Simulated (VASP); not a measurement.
Computed with PBE GGA, VASP's PBE PAW potentials (set 64) (plane waves; VASP).

A VASP calculation is set up with these files.

File POSCAR:
```
CdTe
1
    0.0000000000     3.2400000000     3.2400000000
    3.2400000000     0.0000000000     3.2400000000
    3.2400000000     3.2400000000     0.0000000000
Cd Te
1 1
Direct
  0.0000000000   0.0000000000   0.0000000000
  0.2500000000   0.2500000000   0.2500000000
```

**INCAR**
```
SYSTEM = CdTe
PREC = Accurate
ENCUT = 500
EDIFF = 1E-6
NELM = 100
ALGO = Normal
LREAL = .FALSE.
LASPH = .TRUE.
ISMEAR = 0
SIGMA = 0.05
GGA = PE
LMAXMIX = 4
LWAVE = .FALSE.
LCHARG = .FALSE.
ISIF = 2
```

KPOINTS:
```
kpoints
0
Gamma
  6 6 6
```

POTCAR, in this order: Cd Te (PBE.64 set). Program: vasp_std.

What VASP printed:

OSZICAR:
```
       N       E                     dE             d eps       ncg     rms          rms(c)
DAV:   1     0.101026258645E+03    0.10103E+03   -0.81707E+03   416   0.117E+03
DAV:   2    -0.114659465118E+01   -0.10217E+03   -0.97919E+02   471   0.273E+02
DAV:   3    -0.496342403305E+01   -0.38168E+01   -0.38098E+01   501   0.571E+01
DAV:   4    -0.500004362771E+01   -0.36620E-01   -0.36614E-01   591   0.479E+00
DAV:   5    -0.500015986940E+01   -0.11624E-03   -0.11624E-03   491   0.238E-01    0.583E+00
DAV:   6    -0.478376189226E+01    0.21640E+00   -0.46110E-01   461   0.903E+00    0.469E+00
DAV:   7    -0.476825256344E+01    0.15509E-01   -0.12396E-01   466   0.261E+00    0.178E+00
DAV:   8    -0.476901642994E+01   -0.76387E-03   -0.11146E-02   431   0.147E+00    0.519E-01
DAV:   9    -0.476934476915E+01   -0.32834E-03   -0.97152E-04   489   0.372E-01    0.125E-01
DAV:  10    -0.476941427607E+01   -0.69507E-04   -0.13193E-04   456   0.117E-01    0.539E-02
DAV:  11    -0.476945644333E+01   -0.42167E-04   -0.83227E-05   434   0.693E-02    0.345E-02
DAV:  12    -0.476945524368E+01    0.11996E-05   -0.34064E-06   486   0.188E-02    0.205E-02
DAV:  13    -0.476945499965E+01    0.24404E-06   -0.66664E-07   298   0.463E-03
   1 F= -.47694550E+01 E0= -.47694550E+01  d E =-.105524E-13
```

File OUTCAR:
```
------------------------ aborting loop because EDIFF is reached ----------------------------------------
  FORCE on cell =-STRESS in cart. coord.  units (eV):
  Direction    XX          YY          ZZ          XY          YZ          ZX
  --------------------------------------------------------------------------------------
  Total        1.1631866      1.1631866      1.1631866      0.0000000      0.0000000      0.0000000
  in kB       27.3964915     27.3964915     27.3964915      0.0000000      0.0000000      0.0000000
  external PRESSURE =      27.3964915 kB  Pullay stress =       0.0000000 kB
  volume of cell :       68.02
      direct lattice vectors                 reciprocal lattice vectors
     0.000000000  3.240000000  3.240000000    -0.154320988  0.154320988  0.154320988
     3.240000000  0.000000000  3.240000000     0.154320988 -0.154320988  0.154320988
     3.240000000  3.240000000  0.000000000     0.154320988  0.154320988 -0.154320988
  FREE ENERGIE OF THE ION-ELECTRON SYSTEM (eV)
  ---------------------------------------------------
  free  energy   TOTEN  =        -4.7694549996 eV

  energy  without entropy=       -4.7694549996  energy(sigma->0) =       -4.76945500
```
(Selected blocks of OUTCAR.)

The compound is CdTe in the zinc blende structure. The cell was not relaxed at this level. The run is one of a series of settings (ENCUT = 500 against the base run), some of them coarse on purpose.
